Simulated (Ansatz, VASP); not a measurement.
## Sb3Pb: VASP beside Ansatz

```
Sb Pb
1.0
    -3.14979    3.14979    3.14979
     3.14979   -3.14979    3.14979
     3.14979    3.14979   -3.14979
Sb Pb
3 1
Direct
  0.00000 0.50000 0.50000
  0.50000 0.00000 0.50000
  0.50000 0.50000 0.00000
  0.00000 0.00000 0.00000
```

Alike in both runs: functional PBE; k mesh 10 × 10 × 10; occupations gaussian, width 0.1 eV; no spin polarisation.

Ansatz relaxed the structure, and its values are those at the end. VASP's run is a single point on that final structure, the one shown.

```csv
,VASP,Ansatz
version,VASP 6.6.1,Ansatz 0.2.0
potentials or method,"VASP PAW PBE potentials, release 64 (Sb, Pb_d)","scalar-relativistic, plane waves, PAW"
plane-wave cutoff (eV),520,420
valence electrons in the cell,29,59
```

Ansatz gave:

```
gap on the k mesh at the Fermi level (eV) : none
pressure (GPa)                            : 0.0
```

Q: Which values does VASP return?

A: gap on the k mesh at the Fermi level (eV): none; pressure (GPa): -0.1.

A gap of «none» marks a metal or a gap that the smearing closes. The functional is the same, so the differences come from potentials, cutoffs and numerics. The two sets of potentials don't hold the same shells in valence.

The runs have no spin-orbit coupling, so splittings on Pb, Sb are missing.
